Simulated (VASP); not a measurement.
Ti (hcp) relaxed at rising pressure, in one space group throughout; other phases were not tried. The pressures are those reached. Computed with PBE GGA, VASP's PBE PAW potentials (set 64) (plane waves; VASP 6.6.1).

```
P (GPa)  V (Å³/atom)   k-mesh
-------  -----------  -------
0.01          17.338  14×14×8
4.94          16.643  14×14×8
9.92          16.052  14×14×8
29.99         14.295  15×15×9
```

A change of mesh leaves a small step in the series.

**Question.** Fit an equation of state and predict the volume at 45.02 GPa.

**Answer.** Least squares on the third-order Birch-Murnaghan form, P = (3B0/2)(y⁷ − y⁵)[1 + (3/4)(B′ − 4)(y² − 1)] with y = (V0/V)^(1/3), gives V0 = 17.339 Å³/atom, B0 = 113 GPa and B′ = 3.4, and so 13.366 Å³/atom. The run gave 13.371 Å³/atom, +0.0 % from the fit.

Pressures at which the relaxation failed are left out.

The compound is Ti in the hcp structure.
